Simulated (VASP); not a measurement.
Here is a VASP 6.6.1 calculation.

Contents of POSCAR:

```
HPbNO4
1.0
    3.8540400000      0.1438400000      0.0901200000
   -0.2532000000      5.5269800000      0.1647100000
   -0.4819700000     -1.9272000000      5.7202500000
H Pb N O
1 1 1 4
Direct
    0.1091300000      0.6571800000      0.5446300000
    0.6102900000      0.5212700000      0.1510000000
    0.9158000000      0.9626300000      0.9586700000
    0.0138400000      0.1363900000      0.8808400000
    0.7239800000      0.0105700000      0.1285800000
    0.0038900000      0.7373200000      0.8704300000
    0.1192700000      0.5932400000      0.3765100000
```

Contents of INCAR.step1:

```
SYSTEM = HPbNO4
ALGO     = Normal         ! electronic algorithm
EDIFF    = 1E-5           ! SCF threshold, eV
ENCUT    = 520            ! plane-wave cutoff, eV
GGA      = PE             ! functional
ISIF     = 2              ! what is computed and relaxed
ISMEAR   = -1             ! smearing method
LASPH    = .True.         ! aspherical terms in the spheres
LCHARG   = .False.        ! write CHGCAR
LREAL    = .False.        ! projectors in reciprocal space
LWAVE    = .True.         ! write WAVECAR
NELM     = 80             ! most SCF steps
PREC     = Accurate       ! precision mode
SIGMA    = 0.05           ! smearing width, eV
```

Contents of INCAR.step2:

```
SYSTEM = HPbNO4
AEXX     = 0.25           ! exact-exchange fraction
ALGO     = Normal         ! electronic algorithm
EDIFF    = 1E-7           ! SCF threshold, eV
ENCUT    = 520            ! plane-wave cutoff, eV
GGA      = PE             ! functional
HFRCUT   = -1           
ISIF     = 2              ! what is computed and relaxed
ISMEAR   = -5             ! smearing method
ISTART   = 1            
LASPH    = .True.         ! aspherical terms in the spheres
LCHARG   = .False.        ! write CHGCAR
LHFCALC  = .True.         ! exact exchange
LORBIT   = 10             ! projections on sites
LREAL    = .False.        ! projectors in reciprocal space
LWAVE    = .False.        ! write WAVECAR
NEDOS    = 1001           ! points of the DOS
NELM     = 80             ! most SCF steps
PREC     = Accurate       ! precision mode
PRECFOCK = Fast         
SIGMA    = 0.05           ! smearing width, eV
```

Contents of KPOINTS:

```
k-points
0
Gamma
  4 3 3
  0 0 0
```

Potentials or basis: VASP PAW PBE potentials, release 64 (H, Pb_d, N, O).

Launch:

```console
$ cat potpaw_PBE.64/H/POTCAR potpaw_PBE.64/Pb_d/POTCAR potpaw_PBE.64/N/POTCAR potpaw_PBE.64/O/POTCAR > POTCAR
$ cp INCAR.step1 INCAR
$ mpirun -np 8 vasp_std > vasp.out
$ cp INCAR.step2 INCAR
$ mpirun -np 8 vasp_std > vasp.out
```

Estimate the pressure.

-2.7 GPa.

Predict the band gap on the k mesh.

5.21 eV, indirect (least direct gap 5.33 eV).

Estimate the largest force.

1.030 eV/Å.

Forces on the atoms (eV/Å):
```
H    0.078 -0.020 -0.479
Pb   0.052  0.001  0.168
N    0.014 -0.062  0.012
O   -0.311 -0.871  0.368
O    0.659  0.083 -0.781
O   -0.365  0.844  0.465
O   -0.126  0.025  0.248
```

Caveat: the standard files for N, O and F lose accuracy on very short bonds; the PAW data sets were made with another functional, which shifts forces and pressure a little; spin-orbit coupling is left out, which as a rule narrows the gap of such compounds by several tenths of an eV; an odd mesh through Γ misses points on the zone boundary, where band edges often lie.
